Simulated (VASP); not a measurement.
Method: vdW-DF2, VASP's PBE PAW potentials (set 64) (plane waves; VASP 6.6.1).

The input files of a VASP run:

File POSCAR:
```
ZnS
1
   -0.0000000000     2.7858062056     2.7858062056
    2.7858062056    -0.0000000000     2.7858062056
    2.7858062056     2.7858062056    -0.0000000000
Zn S
1 1
Direct
  0.0000000000   0.0000000000   0.0000000000
  0.2500000000   0.2500000000   0.2500000000
```

### INCAR
```
# general
SYSTEM  =ZnS
PREC    =Accurate
ENCUT   =520   # plane-wave cut-off (eV)
LREAL   =.FALSE.   # projection in real space or not
LASPH   =.TRUE.

# electronic loop
EDIFF   =1E-6   # SCF stop (eV)
NELM    =100   # most electronic steps
ALGO    =Normal   # blocked Davidson
LMAXMIX =4   # l cut-off of mixed one-centre charges

# smearing
ISMEAR  =0   # Gaussian
SIGMA   =0.05   # width (eV)

# functional
GGA     =ML
LUSE_VDW=.TRUE.
AGGAC   =0.0
ZAB_VDW =-1.8867

# ions
IBRION  =2
NSW     =60   # most ionic steps
ISIF    =3   # ions, shape and volume
EDIFFG  =-0.01

# output
LWAVE   =.FALSE.
LCHARG  =.FALSE.
```

**KPOINTS**
```
Automatic mesh
0
Gamma
7 7 7
0 0 0
```

POTCAR, in this order: Zn S (PBE.64 set). Program: vasp_std.

Q: What will the output report for the number of irreducible k-points (NKPTS), largest plane-wave count, number of space-group operations, FFT grid (NGX, NGY, NGZ)?

A: 
```json
{
  "number of irreducible k-points (NKPTS)": "20",
  "largest_plane_wave_count": "1211",
  "number_of_space_group_operations": "24",
  "FFT grid (NGX, NGY, NGZ)": "30 × 30 × 30"
}
```

The compound is ZnS in the zinc blende structure. It was relaxed first, which changed the volume by +9 %. The start is the result of an earlier pass.
